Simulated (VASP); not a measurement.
Crystal: Si2Ag.

```
Si Ag
1.0
     2.90364    0.00000    0.00000
     0.00000    2.90364    0.00000
     0.00000    0.00000    5.99095
Si Ag
2 1
Cartesian
  1.4518 1.4518 1.7673
  1.4518 1.4518 4.2236
  0.0000 0.0000 0.0000
```

The cell was built by a generator and needn't be a form met in nature.

Base run:

| Quantity | Value |
| --- | --- |
| Program | VASP 6.6.1 |
| Functional | PBE |
| Potentials or basis | VASP PAW PBE potentials, release 64 (Si, Ag) |
| Cutoff | 520 eV |
| k mesh | 8 × 8 × 4 |
| Occupations | fermi-dirac, width 0.1 eV |
| Spin | no spin polarisation |

Its results: band gap on the k mesh none (metal or under the smearing width); pressure 5.1 GPa; largest force 0.937 eV/Å.

Q: The run is repeated on the same cell with these changes: k mesh from 8 × 8 × 4 to 6 × 6 × 3; further incar settings from ALGO = Fast; EDIFF = 1e-07; NBANDS = 16 to ALGO = Normal; EDIFF = 1e-06; NBANDS = 16. What comes out?

A: Band gap on the k mesh none (metal or under the smearing width); pressure 6.1 GPa; largest force 0.985 eV/Å.

Caveats: some runs use coarse meshes.

Not every run made on this cell is shown here.
